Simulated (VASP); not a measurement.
Input:

```yaml
crystal:
  lattice:
    - [1.78669, 1.03154, 7.99923]
    - [-1.78669, 1.03154, 7.99923]
    - [0.00000, -2.06309, 7.99923]
  atoms:
    - { symbol: Ga, position: [0.94941, 0.94941, 0.94941] }
    - { symbol: Ga, position: [0.05059, 0.05059, 0.05059] }
    - { symbol: S, position: [0.23761, 0.23761, 0.23761] }
    - { symbol: S, position: [0.76239, 0.76239, 0.76239] }
```

These are PBEsol GGA, VASP's PBE PAW potentials (set 64) (plane waves; VASP 6.6.1) values and carry that method's errors. Run with 400 eV cut-off, 8×8×8 Γ-centred mesh, tetrahedra with Blöchl corrections, potentials Ga_d S.

The cores are frozen, which limits the accuracy of field gradients.

Question: Give the principal components of the electric field gradient (V/Å²) and the asymmetry η at each nucleus.

Answer: 
| atom | Vxx | Vyy | Vzz | η |
|---|---|---|---|---|
| Ga1 | 37.8 | 37.8 | -75.5 | 0.00 |
| Ga2 | 37.8 | 37.8 | -75.5 | 0.00 |
| S3 | 28.5 | 28.5 | -57.0 | 0.00 |
| S4 | 28.5 | 28.5 | -57.0 | 0.00 |

The structure comes from a computed database's GaS entry (R-3m); how it stands against other phases isn't given here. It was relaxed first.
